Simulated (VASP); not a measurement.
Calculation: LDA (Ceperley-Alder, Perdew-Zunger), VASP's LDA PAW potentials (set 64) (plane waves; VASP).

The input files of a VASP run:

**POSCAR**
```
RuAl
1.0
  2.9173334883   0.0000000000   0.0000000000
  0.0000000000   2.9173334883   0.0000000000
  0.0000000000   0.0000000000   2.9173334883
Al Ru
1 1
Cartesian
  1.4586667442   1.4586667442   1.4586667442
  0.0000000000   0.0000000000   0.0000000000
```

### INCAR
```
SYSTEM = RuAl
PREC = Accurate
ENCUT = 500
EDIFF = 1E-6
NELM = 100
ALGO = Normal
LREAL = .FALSE.
LASPH = .TRUE.
ISMEAR = 1
SIGMA = 0.1
LMAXMIX = 4
LWAVE = .FALSE.
LCHARG = .FALSE.
IBRION = 2
ISIF = 3
NSW = 40
EDIFFG = -0.02
PSTRESS = 200
```

File KPOINTS:
```
Regular mesh
0
Gamma
 12 12 12
0 0 0
```

POTCAR, in this order: Al Ru_pv (LDA.64 set). Program: vasp_std.

Q: What will the output report for the number of irreducible k-points (NKPTS), largest plane-wave count, number of space-group operations, FFT grid (NGX, NGY, NGZ)?

A: 
number of irreducible k-points (NKPTS): 84
largest plane-wave count: 648
number of space-group operations: 48
FFT grid (NGX, NGY, NGZ): 24 × 24 × 24

The compound is RuAl in the CsCl type structure. This run relaxes it under an external pressure of 20 GPa. Symmetry was kept, so distortions that lower it aren't found. The electron count is odd and the run is not spin-polarised, which forces a metal.
